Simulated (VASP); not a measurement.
Consider the following.

```yaml
crystal:
  lattice:
    - [3.66050, 0.00000, 0.00000]
    - [0.00000, 3.66050, 0.00000]
    - [0.00000, 0.00000, 3.66050]
  atoms:
    - { symbol: Fe, position: [0.00000, 0.50000, 0.50000] }
    - { symbol: Fe, position: [0.50000, 0.00000, 0.50000] }
    - { symbol: Fe, position: [0.50000, 0.50000, 0.00000] }
    - { symbol: Ge, position: [0.00000, 0.00000, 0.00000] }
```

Calculation: LDA (Ceperley-Alder, Perdew-Zunger), VASP's LDA PAW potentials (set 64) (plane waves; VASP). Numerical set-up: 300 eV cut-off, 7×7×7 Γ-centred mesh, Gaussian smearing of 0.10 eV, potentials Fe Ge_d.

The run has a spin-polarised start.

Question: Give the spin-up energies of bands 12 to 25 at the high-symmetry points, in eV from the Fermi level.

Answer: 
| band | Γ | X | M | R |
|---|---|---|---|---|
| 12 | -3.83 | -2.98 | -3.08 | -3.70 |
| 13 | -1.89 | -2.42 | -3.08 | -2.53 |
| 14 | -1.89 | -2.42 | -2.33 | -2.53 |
| 15 | -1.89 | -2.35 | -2.33 | -2.53 |
| 16 | -1.13 | -2.28 | -1.92 | -1.93 |
| 17 | -1.13 | -1.84 | -1.92 | -1.93 |
| 18 | -1.11 | -1.65 | -1.82 | -1.93 |
| 19 | -1.11 | -1.65 | -1.57 | -1.61 |
| 20 | -1.11 | -1.49 | -1.54 | -1.61 |
| 21 | -0.49 | -1.01 | -1.37 | -0.53 |
| 22 | -0.17 | -0.16 | -1.22 | -0.41 |
| 23 | -0.17 | 3.15 | 0.44 | -0.41 |
| 24 | -0.17 | 3.15 | 0.44 | -0.41 |
| 25 | 3.05 | 3.82 | 5.03 | 0.05 |

Question: Give the spin-down energies of bands 12 to 25 at the high-symmetry points, in eV from the Fermi level.

Answer: 
```json
[
 {"band": "12", "Γ": "-2.37", "X": "-1.65", "M": "-1.54", "R": "-3.26"},
 {"band": "13", "Γ": "-0.97", "X": "-0.97", "M": "-1.54", "R": "-0.88"},
 {"band": "14", "Γ": "-0.97", "X": "-0.97", "M": "-0.83", "R": "-0.88"},
 {"band": "15", "Γ": "-0.97", "X": "-0.64", "M": "-0.83", "R": "-0.88"},
 {"band": "16", "Γ": "0.06", "X": "-0.46", "M": "-0.08", "R": "-0.17"},
 {"band": "17", "Γ": "0.06", "X": "0.13", "M": "0.06", "R": "0.15"},
 {"band": "18", "Γ": "0.06", "X": "0.13", "M": "0.06", "R": "0.15"},
 {"band": "19", "Γ": "1.11", "X": "0.21", "M": "0.10", "R": "0.15"},
 {"band": "20", "Γ": "1.11", "X": "0.36", "M": "0.50", "R": "0.45"},
 {"band": "21", "Γ": "1.43", "X": "1.17", "M": "0.54", "R": "0.45"},
 {"band": "22", "Γ": "1.73", "X": "1.73", "M": "0.56", "R": "1.48"},
 {"band": "23", "Γ": "1.73", "X": "4.10", "M": "2.21", "R": "1.48"},
 {"band": "24", "Γ": "1.73", "X": "4.10", "M": "2.21", "R": "1.48"},
 {"band": "25", "Γ": "4.01", "X": "4.13", "M": "5.90", "R": "1.75"}
]
```

It has no gap at this level: it comes out as a metal or semimetal.

The structure comes from a computed database's Fe3Ge entry (Pm-3m); how it stands against other phases isn't given here. The cell was not relaxed at this level.
